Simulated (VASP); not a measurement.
# CuB (Pm-3m) in VASP: further runs

The runs below take CuB through single point, relaxation of cell and atoms, with PBE.

All numbers are computed with VASP 6.6.1; they aren't measurements. Logs are shortened: lines on timing, memory, paths and dates and some standing lists are left out, and cuts for length are marked.

## Step 1: The cell of the first run

It takes space group Pm-3m (No. 221, cubic). The conventional cell has a = 4.061 Å, b = 4.061 Å, c = 4.061 Å, α = 90.00°, β = 90.00°, γ = 90.00°. Cu (site symmetry 4/mmm) has 4 B at 2.03 Å as nearest neighbours. Around B (site symmetry 4/mmm) lie 4 Cu at 2.03 Å.

The cell was built by a generator and needn't be a form met in nature.

## Step 2: Single point, PBE (random cell by space group and Wyckoff sites (Pm-3m, No. 221))

Contents of INCAR:

```
  ALGO = Fast
  EDIFF = 1E-6
  ENCUT = 520
  GGA = PE
  ISIF = 2
  ISMEAR = 0
  LASPH = True
  LCHARG = True
  LELF = True
  LREAL = False
  LVHAR = True
  LWAVE = False
  NBANDS = 30
  NELM = 60
  PREC = Accurate
  SIGMA = 0.1
```

Contents of KPOINTS:

```
k-points
0
Gamma
  10 10 10
```

Contents of POSCAR:

```
CuB
1.0
    4.0608518575      0.0000000000      0.0000000000
    0.0000000000      4.0608518575      0.0000000000
    0.0000000000      0.0000000000      4.0608518575
Cu B
3 3
Direct
    0.5000000000      0.0000000000      0.0000000000
    0.0000000000      0.5000000000      0.0000000000
    0.0000000000      0.0000000000      0.5000000000
    0.0000000000      0.5000000000      0.5000000000
    0.5000000000      0.0000000000      0.5000000000
    0.5000000000      0.5000000000      0.0000000000
```

Potentials or basis: VASP PAW PBE potentials, release 64 (Cu, B).

On the command line:

```bash
> cat potpaw_PBE.64/Cu/POTCAR potpaw_PBE.64/B/POTCAR > POTCAR
> mpirun -np 1 vasp_std > vasp.out
```

OUTCAR:

```text
EDIFF = 1E-6
   ENCUT = 520
   GGA = PE
   ISIF = 2
   ISMEAR = 0
   LASPH = True
   LREAL = False
   NELM = 60
   PREC = Accurate

 ion  position               nearest neighbor table
   1  0.500  0.000  0.000-   5 2.03   6 2.03   5 2.03   6 2.03
   2  0.000  0.500  0.000-   4 2.03   6 2.03   4 2.03   6 2.03
   3  0.000  0.000  0.500-   4 2.03   5 2.03   4 2.03   5 2.03
   4  0.000  0.500  0.500-   2 2.03   3 2.03   2 2.03   3 2.03
   5  0.500  0.000  0.500-   1 2.03   3 2.03   1 2.03   3 2.03
   6  0.500  0.500  0.000-   1 2.03   2 2.03   1 2.03   2 2.03

  LATTYP: Found a simple cubic cell.
 ALAT       =     4.0608518575

  Lattice vectors:

 A1 = (   4.0608518575,   0.0000000000,   0.0000000000)
 A2 = (   0.0000000000,   4.0608518575,   0.0000000000)
 A3 = (   0.0000000000,   0.0000000000,   4.0608518575)

Analysis of symmetry for initial positions (statically):
=====================================================================
 Subroutine PRICEL returns:
 Original cell was already a primitive cell.

 Routine SETGRP: Setting up the symmetry group for a
 simple cubic supercell.

 Subroutine GETGRP returns: Found 48 space group operations
 (whereof 48 operations were pure point group operations)
 out of a pool of 48 trial point group operations.

The static configuration has the point symmetry O_h .

Analysis of symmetry for dynamics (positions and initial velocities):
=====================================================================
 Subroutine PRICEL returns:
 Original cell was already a primitive cell.

 Routine SETGRP: Setting up the symmetry group for a
 simple cubic supercell.

 Subroutine GETGRP returns: Found 48 space group operations
 (whereof 48 operations were pure point group operations)
 out of a pool of 48 trial point group operations.

The dynamic configuration has the point symmetry O_h .

 Subroutine INISYM returns: Found 48 space group operations
 (whereof 48 operations are pure point group operations),
 and found     1 'primitive' translations

----------------------------------------------------------------------------------------

                                     Primitive cell

  volume of cell :      66.9655

  direct lattice vectors                    reciprocal lattice vectors
     4.060851858  0.000000000  0.000000000     0.246253750  0.000000000  0.000000000
     0.000000000  4.060851858  0.000000000     0.000000000  0.246253750  0.000000000
     0.000000000  0.000000000  4.060851858     0.000000000  0.000000000  0.246253750

  length of vectors
     4.060851858  4.060851858  4.060851858     0.246253750  0.246253750  0.246253750

  position of ions in fractional coordinates (direct lattice)
     0.500000000  0.000000000  0.000000000
     0.000000000  0.500000000  0.000000000
     0.000000000  0.000000000  0.500000000
     0.000000000  0.500000000  0.500000000
     0.500000000  0.000000000  0.500000000
     0.500000000  0.500000000  0.000000000

  ion indices of the primitive-cell ions
   primitive index   ion index
                 1           1
                 2           2
                 3           3
                 4           4
                 5           5
                 6           6

----------------------------------------------------------------------------------------

 KPOINTS: k-points

Automatic generation of k-mesh.
 Grid dimensions read from file:
 generate k-points for:   10   10   10

 Generating k-lattice:

  Cartesian coordinates                     Fractional coordinates (reciprocal lattice)
     0.024625375  0.000000000  0.000000000     0.100000000  0.000000000  0.000000000
     0.000000000  0.024625375  0.000000000     0.000000000  0.100000000  0.000000000
     0.000000000  0.000000000  0.024625375     0.000000000  0.000000000  0.100000000

  Length of vectors
     0.024625375  0.024625375  0.024625375

  Shift w.r.t. Gamma in fractional coordinates (k-lattice)
     0.000000000  0.000000000  0.000000000

 Subroutine IBZKPT returns following result:
 ===========================================

 Found     56 irreducible k-points:

 Following reciprocal coordinates:
            Coordinates               Weight
  0.000000  0.000000  0.000000      1.000000
  0.100000  0.000000  0.000000      6.000000
  0.200000  0.000000  0.000000      6.000000
  0.300000  0.000000  0.000000      6.000000
  0.400000  0.000000  0.000000      6.000000
  0.500000  0.000000  0.000000      3.000000
[... 16 lines left out ...]
  0.200000  0.100000  0.100000     24.000000
  0.300000  0.100000  0.100000     24.000000
 [... further k-points ...]
   k-points           NKPTS =     56   k-points in BZ     NKDIM =     56   number of bands    NBANDS=     30
   number of dos      NEDOS =    301   number of ions     NIONS =      6
   total plane-waves  NPLWV =  27000
   dimension x,y,z NGX =    30 NGY =   30 NGZ =   30
   dimension x,y,z NGXF=    60 NGYF=   60 NGZF=   60
   ions per type =               3   3
[... 35 lines left out ...]
  Thomas-Fermi vector in A             =   2.524203
   LORBIT       =      0    0 simple, 1 ext, 2 COOP (PROOUT), +10 PAW based schemes
   GGA     = PE    functional components
   LHFCALC =     F    Hartree Fock is set to
   AEXX    =    0.0000 exact exchange contribution
   IVDW    =     0    specifies the selected vdW correction
   LEPSILON=     F    determine dielectric tensor
   LRPA    =     F    only Hartree local field effects (RPA)
 non-spin polarized calculation
 RMM-DIIS sequential band-by-band and
 Gauss-broadening in eV      SIGMA  =   0.10
  energy-cutoff  :      520.00
  volume of cell :       66.97
 maximum number of plane-waves:      1856
   NGX = 15   NGY = 15   NGZ = 15

 number of electron      41.9999947 magnetization

 Free energy of the ion-electron system (eV)
  ---------------------------------------------------
  ext. energy  EPLUGINS =         0.00000000
  ---------------------------------------------------
  free energy    TOTEN  =       -25.49523408 eV

  energy without entropy =      -25.48337695  energy(sigma->0) =      -25.48930551

 E-fermi :   5.9046     XC(G=0): -11.5372

 val. band max:        5.8680291672   @ k =   0.4000   0.3000   0.3000
 cond. band min:       5.9072074295   @ k =   0.2000   0.1000   0.1000
 fundamental gap:      0.0391782622
 Fermi energy:         5.9046463551

 k-point     1 :       0.0000    0.0000    0.0000
  band No.  band energies     occupation
      1      -5.5685      2.00000
      2      -1.3379      2.00000
      3      -1.3379      2.00000
      4       1.0950      2.00000
      5       1.4105      2.00000
      6       1.4105      2.00000
[... 22 lines left out ...]
     29      15.3563      0.00000
     30      15.3597      0.00000

 k-point     2 :       0.1000    0.0000    0.0000
  band No.  band energies     occupation
      1      -5.4882      2.00000
      2      -1.4236      2.00000
      3      -1.2811      2.00000
      4       1.1008      2.00000
      5       1.3659      2.00000
      6       1.3659      2.00000
[... 22 lines left out ...]
     29      15.1689      0.00000
     30      15.7197      0.00000

 k-point     3 :       0.2000    0.0000    0.0000
  band No.  band energies     occupation
      1      -5.2493      2.00000
      2      -1.7144      2.00000
      3      -1.1167      2.00000
      4       0.9445      2.00000
      5       1.2576      2.00000
      6       1.2576      2.00000
[... 22 lines left out ...]
     29      14.7885      0.00000
     30      15.4834      0.00000

 k-point     4 :       0.3000    0.0000    0.0000
  band No.  band energies     occupation
      1      -4.8585      2.00000
      2      -2.2448      2.00000
      3      -0.8666      2.00000
      4       0.5724      2.00000
      5       1.1421      2.00000
      6       1.1421      2.00000
[... 616 lines left out ...]
     29      14.7584      0.00000
     30      15.4847      0.00000

 k-point    23 :       0.2000    0.1000    0.1000
  band No.  band energies     occupation
      1      -5.0909      2.00000
      2      -1.6337      2.00000
      3      -1.1994      2.00000
      4       0.8627      2.00000
      5       1.1980      2.00000
      6       1.2604      2.00000
[... 22 lines left out ...]
     29      14.0329      0.00000
     30      15.2957      0.00000

 k-point    24 :       0.3000    0.1000    0.1000
  band No.  band energies     occupation
      1      -4.7028      2.00000
      2      -2.1325      2.00000
      3      -0.9364      2.00000
      4       0.5544      2.00000
      5       0.9914      2.00000
      6       1.1544      2.00000
[... 22 lines left out ...]
     29      13.4961      0.00000
     30      15.1431      0.00000

 [... further k-points ...]

------------------------ aborting loop because EDIFF is reached ----------------------------------------

  FORCE on cell =-STRESS in cart. coord.  units (eV):
  Direction    XX          YY          ZZ          XY          YZ          ZX
  --------------------------------------------------------------------------------------
  -------------------------------------------------------------------------------------
  Total        0.2314783      0.2314783      0.2314783      0.0000000      0.0000000     -0.0000000
  in kB        5.5382113      5.5382113      5.5382113      0.0000000      0.0000000     -0.0000000
  external PRESSURE =       5.5382113 kB  Pullay stress =       0.0000000 kB

 VOLUME and BASIS-vectors are now :
 -----------------------------------------------------------------------------
  energy-cutoff  :      520.00
  volume of cell :       66.97
      direct lattice vectors                 reciprocal lattice vectors
     4.060851858  0.000000000  0.000000000     0.246253750  0.000000000  0.000000000
     0.000000000  4.060851858  0.000000000     0.000000000  0.246253750  0.000000000
     0.000000000  0.000000000  4.060851858     0.000000000  0.000000000  0.246253750

 POSITION                                       TOTAL-FORCE (eV/Angst)
 -----------------------------------------------------------------------------------
      2.03043      0.00000      0.00000         0.000000      0.000000      0.000000
      0.00000      2.03043      0.00000         0.000000      0.000000      0.000000
      0.00000      0.00000      2.03043         0.000000      0.000000      0.000000
      0.00000      2.03043      2.03043         0.000000      0.000000      0.000000
      2.03043      0.00000      2.03043         0.000000      0.000000      0.000000
      2.03043      2.03043      0.00000         0.000000      0.000000      0.000000
 -----------------------------------------------------------------------------------
    total drift:                                0.000000     -0.000000      0.000000

  FREE ENERGIE OF THE ION-ELECTRON SYSTEM (eV)
  ---------------------------------------------------
  free  energy   TOTEN  =       -25.4952340800 eV

  energy  without entropy=      -25.4833769464  energy(sigma->0) =      -25.48930551
```

Run time: 53 s. Hardware: 1 thread of Intel Xeon 6975P-C (Granite Rapids), shared host; peak memory 0.22 GiB.

What came out:

```yaml
Free_energy: -25.4952 eV
Pressure: 0.6 GPa
Band_gap_on_the_k_mesh: none (metal or under the smearing width)
```

## Step 3: Relaxation of cell and atoms, PBE (random cell by space group and Wyckoff sites (Pm-3m, No. 221))

Contents of INCAR:

```
  PREC = Accurate
  ENCUT = 600
  EDIFF = 1E-7
  ISMEAR = 0
  SIGMA = 0.1
  LREAL = F
  LASPH = T
  NELM = 60
  ALGO = Fast
  ISIF = 3
  LWAVE = F
  LCHARG = F
  GGA = PE
  IBRION = 2
  NSW = 100
  EDIFFG = -0.01
```

Contents of KPOINTS:

```
Automatic mesh
0
Gamma
  10 10 10
```

Edit POSCAR of step 2 so:

```diff
@@ -2,5 +2,5 @@
 1.0
-    4.0608518575      0.0000000000      0.0000000000
-    0.0000000000      4.0608518575      0.0000000000
-    0.0000000000      0.0000000000      4.0608518575
+    4.0620645838      0.0000000000      0.0000000000
+    0.0000000000      4.0620645838      0.0000000000
+    0.0000000000      0.0000000000      4.0620645838
 Cu B
```

Potentials or basis: VASP PAW PBE potentials, release 64 (Cu, B).

On the command line:

```bash
> cat potpaw_PBE.64/Cu/POTCAR potpaw_PBE.64/B/POTCAR > POTCAR
> mpirun -np 1 vasp_std > vasp.out
```

It took 81 s on 1 thread of Intel Xeon 6975P-C (Granite Rapids), shared host; peak memory 0.25 GiB.

Results (log left out):

- Free energy: -25.4978 eV
- Relaxed volume: 11.21 Å³/atom
- Relaxed cell: a = 4.066 Å, b = 4.066 Å, c = 4.066 Å, α = 90.00°, β = 90.00°, γ = 90.00°
- Space group after relaxing (to 0.05 Å): Pm-3m (No. 221)
- Energy gained by relaxing: 0.0 meV/atom
- Ionic steps: 2
- Pressure after relaxing: -0.1 GPa
- Band gap on the k mesh: none (metal or under the smearing width)

The path:
| step | energy change (eV) | largest force (eV/Å) | pressure (GPa) | volume (Å³) |
| --- | --- | --- | --- | --- |
| 1 | 0.0000 | 0.0000 | 0.32 | 67.03 |
| 2 | -0.0001 | 0.0000 | -0.09 | 67.25 |

Final structure:
```yaml
crystal:
  lattice:
    - [4.06649, 0.00000, 0.00000]
    - [0.00000, 4.06649, 0.00000]
    - [0.00000, 0.00000, 4.06649]
  atoms:
    - { symbol: Cu, position: [0.50000, 0.00000, 0.00000] }
    - { symbol: Cu, position: [0.00000, 0.50000, 0.00000] }
    - { symbol: Cu, position: [0.00000, 0.00000, 0.50000] }
    - { symbol: B, position: [0.00000, 0.50000, 0.50000] }
    - { symbol: B, position: [0.50000, 0.00000, 0.50000] }
    - { symbol: B, position: [0.50000, 0.50000, 0.00000] }
```

Levels at points of the mesh, in eV from the Fermi level:
| k point | band 18 | band 19 | band 20 | band 21 | band 22 | band 23 | band 24 | band 25 |
| --- | --- | --- | --- | --- | --- | --- | --- | --- |
| (0.00, 0.00, 0.00) | -2.93 | -2.93 | -0.43 | -0.43 | 0.61 | 0.61 | 0.61 | 3.42 |
| (0.50, 0.00, 0.00) | -1.19 | -1.19 | -0.91 | -0.73 | -0.73 | 0.54 | 1.31 | 2.46 |
| (0.50, 0.50, 0.00) | -2.69 | -2.69 | 0.07 | 0.07 | 0.83 | 2.10 | 2.10 | 2.16 |
| (0.50, 0.50, 0.50) | -3.18 | -1.63 | -1.63 | -1.63 | -1.32 | -0.95 | 5.34 | 5.34 |

## Step 4: Single point, PBE (random cell by space group and Wyckoff sites (Pm-3m, No. 221))

Contents of INCAR:

```
PREC     = Accurate       # precision mode
ENCUT    = 520            # plane-wave cutoff, eV
EDIFF    = 1E-7           # SCF threshold, eV
ISMEAR   = 0              # smearing method
SIGMA    = 0.1            # smearing width, eV
LREAL    = False          # projectors in reciprocal space
LASPH    = True           # aspherical terms in the spheres
NELM     = 80             # most SCF steps
ALGO     = Normal         # electronic algorithm
ISIF     = 2              # what is computed and relaxed
LWAVE    = False          # write WAVECAR
LCHARG   = True           # write CHGCAR
GGA      = PE             # functional
LELF     = True           # ELF
LVHAR    = True         
NBANDS   = 30             # bands
```

Contents of KPOINTS:

```
Automatic mesh
0
Gamma
  4 4 4
```

POSCAR is that of step 3.

On the command line:

```bash
> cat potpaw_PBE.64/Cu/POTCAR potpaw_PBE.64/B/POTCAR > POTCAR
> mpirun -np 1 vasp_std > vasp.out
```

Wall time 13 s (1 thread of Intel Xeon 6975P-C (Granite Rapids), shared host); peak memory 0.17 GiB.

The run converged. Its results:

* Free energy: -25.3975 eV
* Pressure: 0.3 GPa
* Band gap on the k mesh: none (metal or under the smearing width)

Levels at points of the mesh, in eV from the Fermi level:
```
           k point  band 19  band 20  band 21  band 22  band 23  band 24
(0.00, 0.00, 0.00)    -3.17    -0.66    -0.66     0.37     0.37     0.37
(0.50, 0.00, 0.00)    -1.44    -1.14    -0.97    -0.97     0.30     1.07
(0.50, 0.50, 0.00)    -2.94    -0.17    -0.17     0.59     1.87     1.87
(0.50, 0.50, 0.50)    -1.87    -1.87    -1.87    -1.58    -1.19     5.11
```

Caveat: the k mesh is coarse (spacing up to 0.39 Å⁻¹), so the values aren't converged.

## Step 5: Relaxation of cell and atoms, PBE (random cell by space group and Wyckoff sites (Pm-3m, No. 221))

Contents of INCAR:

```
SYSTEM = CuB
PREC = Accurate
ENCUT = 600
EDIFF = 1E-6
ISMEAR = 0
SIGMA = 0.1
LREAL = .False.
LASPH = .True.
NELM = 80
ALGO = Fast
ISIF = 3
LWAVE = .False.
LCHARG = .False.
GGA = PE
IBRION = 2
NSW = 90
EDIFFG = -0.04
```

Contents of KPOINTS:

```
regular mesh
0
Gamma
  4 4 4
  0 0 0
```

Edit POSCAR of step 4 so:

```diff
@@ -2,5 +2,5 @@
 1.0
-    4.0620645838      0.0000000000      0.0000000000
-    0.0000000000      4.0620645838      0.0000000000
-    0.0000000000      0.0000000000      4.0620645838
+    4.1986673800      0.0000000000      0.0000000000
+    0.0000000000      4.1986673800      0.0000000000
+    0.0000000000      0.0000000000      4.1986673800
 Cu B
```

On the command line:

```bash
> cat potpaw_PBE.64/Cu/POTCAR potpaw_PBE.64/B/POTCAR > POTCAR
> mpirun -np 1 vasp_std > vasp.out
```

Wall time 51 s (1 thread of Intel Xeon 6975P-C (Granite Rapids), shared host); peak memory 0.21 GiB.

Results (log left out):

| Property | Result |
| --- | --- |
| Free energy | -25.4020 eV |
| Relaxed volume | 11.15 Å³/atom |
| Relaxed cell | a = 4.060 Å, b = 4.060 Å, c = 4.060 Å, α = 90.00°, β = 90.00°, γ = 90.00° |
| Space group after relaxing (to 0.05 Å) | Pm-3m (No. 221) |
| Energy gained by relaxing | 40.3 meV/atom |
| Ionic steps | 4 |
| Pressure after relaxing | 0.5 GPa |
| Band gap on the k mesh | none (metal or under the smearing width) |

Step by step:
| step | energy change (eV) | largest force (eV/Å) | pressure (GPa) | volume (Å³) |
| --- | --- | --- | --- | --- |
| 1 | 0.0000 | 0.0000 | -10.47 | 74.02 |
| 2 | -0.2286 | 0.0000 | 3.33 | 65.72 |
| 3 | -0.2425 | 0.0000 | -0.81 | 67.22 |
| 4 | -0.2421 | 0.0000 | 0.50 | 66.92 |

Final structure:
```xyz
6
Lattice="4.0599 0.0000 0.0000 0.0000 4.0599 0.0000 0.0000 0.0000 4.0599" Properties=species:S:1:pos:R:3 pbc="T T T"
Cu    2.0299    0.0000    0.0000
Cu    0.0000    2.0299    0.0000
Cu    0.0000    0.0000    2.0299
B     0.0000    2.0299    2.0299
B     2.0299    0.0000    2.0299
B     2.0299    2.0299    0.0000
```

Levels at points of the mesh, in eV from the Fermi level:
```
           k point  band 17  band 18  band 19  band 20  band 21  band 22  band 23  band 24  band 25
(0.00, 0.00, 0.00)    -3.18    -3.18    -3.18    -0.65    -0.65     0.36     0.36     0.36     3.11
(0.50, 0.00, 0.00)    -3.18    -1.45    -1.45    -1.13    -0.97    -0.97     0.30     1.07     2.24
(0.50, 0.50, 0.00)    -3.62    -2.94    -2.94    -0.18    -0.18     0.59     1.87     1.87     1.92
(0.50, 0.50, 0.50)    -3.43    -3.43    -1.87    -1.87    -1.87    -1.59    -1.20     5.12     5.12
```

Caveat: the k mesh is coarse (spacing up to 0.37 Å⁻¹), so the values aren't converged.

## Step 6: Overview

| task | cell | k mesh | cutoff (eV) | mesh quality | gap on the mesh (eV) | pressure (GPa) |
| --- | --- | --- | --- | --- | --- | --- |
| single point | random cell by space group and Wyckoff sites (Pm-3m, No. 221) | 10 × 10 × 10 | 520 | not flagged | none | 0.6 |
| relaxation of cell and atoms | relaxed from: random cell by space group and Wyckoff sites (Pm-3m, No. 221) | 10 × 10 × 10 | 600 | not flagged | none | -0.1 |
| single point | random cell by space group and Wyckoff sites (Pm-3m, No. 221) | 4 × 4 × 4 | 520 | coarse | none | 0.3 |
| relaxation of cell and atoms | relaxed from: random cell by space group and Wyckoff sites (Pm-3m, No. 221) | 4 × 4 × 4 | 600 | coarse | none | 0.5 |

Alike in all rows: level PBE; potentials or basis VASP PAW PBE potentials, release 64 (Cu, B); no spin polarisation; smearing gaussian 0.1 eV.

Caveats: some runs use coarse meshes.

Total energies depend on the potentials used, so only differences within one code and one set of settings carry meaning.
